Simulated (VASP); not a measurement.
Calculation: PBE GGA + U (Dudarev), VASP's PBE PAW potentials (set 64) (plane waves; VASP 6.6.1).

Input for VASP

POSCAR:
```
NiSb
5.23260
  0.3830409357  -0.6634464702   0.0000000000
  0.3830409357   0.6634464702   0.0000000000
  0.0000000000   0.0000000000   1.0000000000
Ni Sb
2 2
Cartesian
  0.0000000000   0.0000000000   0.5000000000
  0.0000000000   0.0000000000   0.0000000000
  0.3830409357   0.2211492657   0.2500000000
  0.3830409357  -0.2211492657   0.7500000000
```

### INCAR
```
SYSTEM = NiSb
PREC = Accurate
ENCUT = 400
EDIFF = 1E-6
NELM = 100
ALGO = Normal
LREAL = .FALSE.
LASPH = .TRUE.
ISMEAR = 1
SIGMA = 0.1
GGA = PE
LMAXMIX = 4
LWAVE = .FALSE.
LCHARG = .FALSE.
ISIF = 2
LDAU = .TRUE.
LDAUTYPE = 2
LDAUL = 2 -1
LDAUU = 4.0 0
LDAUJ = 0 0
LDAUPRINT = 1
LORBIT = 10
```

**KPOINTS**
```
Automatic mesh
0
Gamma
8 8 6
0 0 0
```

POTCAR, in this order: Ni Sb (PBE.64 set). Program: vasp_std.

Task: What will the output report for the number of irreducible k-points (NKPTS), number of bands (NBANDS), largest plane-wave count, number of space-group operations, FFT grid (NGX, NGY, NGZ)?

Result: 
```
Item                                          Result
--------------------------------------  ------------
number of irreducible k-points (NKPTS)            40
number of bands (NBANDS)                          19
largest plane-wave count                        1373
number of space-group operations                  24
FFT grid (NGX, NGY, NGZ)                28 × 28 × 36
```

The compound is NiSb in the NiAs type structure. The cell was not relaxed at this level. The run is one of a series of settings (LDAU = .TRUE., LDAUJ = 0 0, LDAUL = 2 -1, LDAUTYPE = 2, LDAUU = 4.0 0 against the base run), some of them coarse on purpose. The run is not spin-polarised, so no magnetic state was tried.
